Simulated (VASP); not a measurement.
MoS2:

```
Mo S
1.0
     3.16900    0.00000    0.00000
    -1.58450    2.74443    0.00000
     0.00000    0.00000   12.32400
Mo S
2 4
Direct
  0.33333 0.66667 0.25000
  0.66667 0.33333 0.75000
  0.33333 0.66667 0.62300
  0.66667 0.33333 0.12300
  0.33333 0.66667 0.87700
  0.66667 0.33333 0.37700
```

```yaml
Program: VASP 6.6.1
Task: relaxation of cell and atoms
Functional: PBE
Dispersion: D3(BJ)
Potentials_or_basis: VASP PAW PBE potentials, release 64 (Mo_sv, S)
Cutoff: 600 eV
k_mesh: 12 × 12 × 4
Occupations: gaussian, width 0.02 eV
Spin: no spin polarisation
```

At the start: pressure -2.0 GPa; volume 17.86 Å³/atom.

**Question.** How do energy, volume and symmetry change on relaxing?

**Answer.** Over 12 steps the energy falls by 2.8 meV/atom and the volume is 17.29 Å³/atom (-3.2 %); space group P6_3/mmc (No. 194, to 0.05 Å).

The path:
```csv
step,energy change (eV),largest force (eV/Å),pressure (GPa),volume (Å³)
1,0.0000,0.0755,-2.03,107.18
2,0.0157,0.5206,3.43,103.70
3,-0.0089,0.1416,-0.08,105.86
4,-0.0114,0.0579,-0.06,105.44
5,-0.0115,0.0374,-0.06,105.34
6,-0.0129,0.0339,-0.04,105.09
7,-0.0160,0.0229,0.03,104.34
8,-0.0152,0.0009,0.24,102.85
9,-0.0169,0.0176,0.12,103.75
10,-0.0169,0.0165,0.12,103.69
11,-0.0161,0.0819,-0.60,103.99
12,-0.0169,0.0003,0.00,103.74
```

Final structure:
```
Mo S
1.0
     3.14863    0.00000    0.00000
    -1.57431    2.72679    0.00000
     0.00000    0.00000   12.08236
Mo S
2 4
Direct
  0.33333 0.66667 0.25000
  0.66667 0.33333 0.75000
  0.33333 0.66667 0.62046
  0.66667 0.33333 0.12046
  0.33333 0.66667 0.87954
  0.66667 0.33333 0.37954
```
